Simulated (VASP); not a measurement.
# What goes wrong when WSe2 is relaxed with a bad input, part 2 of 2

Aim: see how common mistakes in a VASP relaxation show up, on WSe2. The starting structure is a measured crystal structure from the Crystallography Open Database. The first relaxation on each setting starts from this cell expanded by 3 % in volume.

VASP 6.6.1.

Results so far: reference 20.39 Å³ an atom.

## (5) Relaxation with one electron too many

Level of this step: PBEsol; plane waves and PAW (W, Se) (VASP).

A slip made on purpose: one electron too many. Against step 2 the input has NELECT = 37 (also changed: NELM).

Input file INCAR:

```
SYSTEM = WSe2
PREC = Accurate
ENCUT = 450
EDIFF = 1E-06
NELM = 60
ISMEAR = 0
SIGMA = 0.03
LREAL = .FALSE.
ALGO = Normal
GGA = PS
NBANDS = 24
LASPH = .TRUE.
LORBIT = 11
LWAVE = .FALSE.
LCHARG = .FALSE.
KPAR = 8
IBRION = 2
NSW = 50
ISIF = 3
EDIFFG = -0.006
NELECT = 37
```

Input file POSCAR:

```
WSe2
1.0
    3.3144971630      0.0000000000      0.0000000000
   -1.6572485815      2.8704387439      0.0000000000
    0.0000000000      0.0000000000     13.0883251773
W Se
2 4
Direct
    0.6666666667      0.3333333333      0.7500000000
    0.3333333333      0.6666666667      0.2500000000
    0.6666666667      0.3333333333      0.3789000000
    0.3333333333      0.6666666667      0.8789000000
    0.6666666667      0.3333333333      0.1211000000
    0.3333333333      0.6666666667      0.6211000000
```

Input file KPOINTS:

```
Automatic mesh
0
Gamma
9 9 2
0 0 0
```

The projector-augmented-wave data sets are W and Se (PBE family, release 64).

Run with:

```console
> mpirun -np 8 vasp_std
```

The program printed:

```text
[... set-up lines as in an earlier step ...]
 entering main loop
       N       E                     dE             d eps       ncg     rms          rms(c)
DAV:   1     0.182955185858E+03    0.18296E+03   -0.14594E+04  1152   0.118E+03
DAV:   2    -0.275098161020E+02   -0.21047E+03   -0.20462E+03  1592   0.256E+02
DAV:   3    -0.417640473526E+02   -0.14254E+02   -0.14120E+02  1536   0.652E+01
DAV:   4    -0.420401573949E+02   -0.27611E+00   -0.27486E+00  1568   0.982E+00
DAV:   5    -0.420462739262E+02   -0.61165E-02   -0.61108E-02  1608   0.118E+00BRMIX: very serious problems
 the old and the new charge density differ
 old charge density:    36.00000 new   37.00000
BRMIX: very serious problems
 the old and the new charge density differ
 old charge density:    36.00000 new   37.00000
BRMIX: very serious problems
 the old and the new charge density differ
 old charge density:    36.00000 new   37.00000
BRMIX: very serious problems
 the old and the new charge density differ
 old charge density:    36.00000 new   37.00000
BRMIX: very serious problems
 the old and the new charge density differ
[...]
DAV:  14    -0.403524496579E+02   -0.16501E-07   -0.10036E-06   968   0.587E-03
   1 F= -.40352450E+02 E0= -.40351348E+02  d E =-.403524E+02
[... from here on, the cycles between the ionic steps are left out ...]
   2 F= -.40206877E+02 E0= -.40204414E+02  d E =0.145573E+00
   4 F= -.40856945E+02 E0= -.40855610E+02  d E =-.218266E+00
   7 F= -.41899927E+02 E0= -.41899594E+02  d E =-.674434E-01
  10 F= -.42120207E+02 E0= -.42119883E+02  d E =-.287723E+00
  13 F= -.42863210E+02 E0= -.42862876E+02  d E =-.743003E+00
  16 F= -.43338718E+02 E0= -.43338421E+02  d E =-.475507E+00
  19 F= -.43454631E+02 E0= -.43452678E+02  d E =-.115914E+00
  22 F= -.43484981E+02 E0= -.43483174E+02  d E =-.166627E-01
  25 F= -.43507289E+02 E0= -.43504827E+02  d E =-.141516E-01
  28 F= -.43530531E+02 E0= -.43528581E+02  d E =-.507633E-02
  31 F= -.43532990E+02 E0= -.43531159E+02  d E =-.243881E-02
  34 F= -.43533568E+02 E0= -.43531792E+02  d E =-.778427E-04
  35 F= -.43533682E+02 E0= -.43531900E+02  d E =-.191797E-03
[...]
hard stop encountered!  aborting job ...
[...]
|     The electronic self-consistency was not achieved in the given           |
[...]
soft stop encountered!  aborting job ...
  36 F= -.43533820E+02 E0= -.43532061E+02  d E =-.351663E-02
 deleting file STOPCAR
```

Run time: 6.7 min. Hardware: 8 MPI ranks of AMD EPYC 7R43, shared host; peak memory 2.1 GiB.

The run was stopped at its time limit, after 36 ionic steps.

## (6) Relaxation with a loose energy criterion for the relaxation

A slip made on purpose: a loose energy criterion for the relaxation. Against step 2 the input has EDIFFG = 0.1 (also changed: NELM).

INCAR: that of step 5 with these lines changed.

```diff
@@ -19,3 +19,2 @@
 ISIF = 3
-EDIFFG = -0.006
-NELECT = 37
+EDIFFG = 0.1
```

POSCAR is that of step 5.

KPOINTS is that of step 5.

Run with:

```console
> mpirun -np 8 vasp_std
```

The program printed:

```text
[... set-up lines as in an earlier step ...]
 entering main loop
       N       E                     dE             d eps       ncg     rms          rms(c)
[... 14 cycles as in an earlier step ...]
   1 F= -.46611516E+02 E0= -.46611516E+02  d E =-.466115E+02
[...]
N       E                     dE             d eps       ncg     rms          rms(c)
[... 9 cycles as in an earlier step ...]
   2 F= -.46377791E+02 E0= -.46377791E+02  d E =0.233725E+00
 trial-energy change:    0.233725  1 .order    0.260767   -0.366612    0.888146
 step:   0.3203(harm=  0.2922)  dis= 0.00825  next Energy=   -46.671123 (dE=-0.596E-01)
[...]
N       E                     dE             d eps       ncg     rms          rms(c)
DAV:   1    -0.469280006333E+02   -0.55021E+00   -0.85814E+00  1176   0.157E+01    0.594E+00
DAV:   2    -0.467450530696E+02    0.18295E+00   -0.33457E-01  1200   0.301E+00    0.377E+00
DAV:   3    -0.466733206185E+02    0.71732E-01   -0.28787E-01  1240   0.233E+00    0.562E-01
DAV:   4    -0.466722855860E+02    0.10350E-02   -0.11648E-02  1280   0.552E-01    0.335E-01
DAV:   5    -0.466724085806E+02   -0.12299E-03   -0.11133E-03  1504   0.173E-01    0.997E-02
DAV:   6    -0.466722549204E+02    0.15366E-03   -0.53127E-04  1320   0.967E-02    0.235E-02
DAV:   7    -0.466722560922E+02   -0.11718E-05   -0.23861E-05  1528   0.266E-02    0.257E-02
DAV:   8    -0.466722570117E+02   -0.91953E-06   -0.47861E-06  1344   0.109E-02
   3 F= -.46672257E+02 E0= -.46672257E+02  d E =-.607410E-01
[...]
reached required accuracy - stopping structural energy minimisation
```

The job ended after 49 s (8 MPI ranks; peak memory 2 GiB).

OUTCAR, selected parts (step 6):

```text
  Total       -0.5588004     -0.5588004      0.7409051      0.0000000      0.0000000     -0.0000000
  in kB       -7.3930627     -7.3930627      9.8023517      0.0000000      0.0000000     -0.0000000
  external PRESSURE =      -1.6612579 kB  Pullay stress =       0.0000000 kB

 POSITION                                       TOTAL-FORCE (eV/Angst)
 -----------------------------------------------------------------------------------
      1.64148      0.94771      9.73067        -0.000000      0.000000      0.000000
     -0.00000      1.89542      3.24356         0.000000     -0.000000      0.000000
      1.64148      0.94771      4.90824         0.000000      0.000000      0.051176
     -0.00000      1.89542     11.39536        -0.000000      0.000000      0.051176
      1.64148      0.94771      1.57887         0.000000     -0.000000     -0.051176
     -0.00000      1.89542      8.06599        -0.000000      0.000000     -0.051176
 -----------------------------------------------------------------------------------
    total drift:                                0.000000     -0.000000      0.000000

  FREE ENERGIE OF THE ION-ELECTRON SYSTEM (eV)
  ---------------------------------------------------
  free  energy   TOTEN  =       -46.6722570117 eV

  energy  without entropy=      -46.6722570117  energy(sigma->0) =      -46.67225701

[... 2 parts as in an earlier step ...]

[... 2 further parts left out ...]
[key lines of the parts left out:]
E-fermi :   5.3477
```

With a loose energy criterion for the relaxation the cell ends at 20.183 Å³ an atom, -1.00 % from the reference, a by +0.4 % and c by -1.9 %.

## (7) The runs compared

```tsv
run	ended	volume (Å³/atom)	change (%)	pressure left (GPa)	core minutes
reference	converged	20.387	-	-0.03	14.5
too few ionic steps	not converged	-	-	-	3.6
an ionic step far too long	not converged	-	-	-	34.7
one electron too many	cut off by time	-	-	-	53.6
a loose energy criterion for the relaxation	converged	20.183	-1.0	-0.17	6.53
```

Core minutes are wall time times ranks, summed over the relaxations behind a row (those for a bulk modulus apart), on shared hosts.

## (8) Outcome

```json
{
  "volume of the reference": "20.39 Å³/atom",
  "volume against the reference, a loose energy criterion for the relaxation": "-1.00 %",
  "run with too few ionic steps": "not converged",
  "run with an ionic step far too long": "not converged",
  "run with one electron too many": "cut off by time"
}
```

The runs with too few ionic steps and an ionic step far too long didn't converge. The run with one electron too many was cut off by time, so it gives no result to compare. The log of the run with one electron too many holds a warning on the charge density. Finished, but with signs in the output that stand out against the reference: a loose energy criterion for the relaxation, with the volume changed by -1.0 %, a by +0.4 % and c by -1.9 % (signs: a stress of up to 1.0 GPa and forces of up to 0.05 eV/Å). The reference was restarted once and the runs with a slip weren't, so their cells may not have settled fully. Further runs on this material are not shown.

[Lines on the potential files, build, host, timing and source positions are cut from VASP's logs without a mark.]

[Logs are printed without paths, hosts, clocks, repeated set-up lines and the standing remarks that a program may print on its own settings, such as how far it seeks lower states.]

[Hosts, paths, dates, database ids (printed as entryN), source tags and the programs' standing remarks are cut or masked in the printed files.]
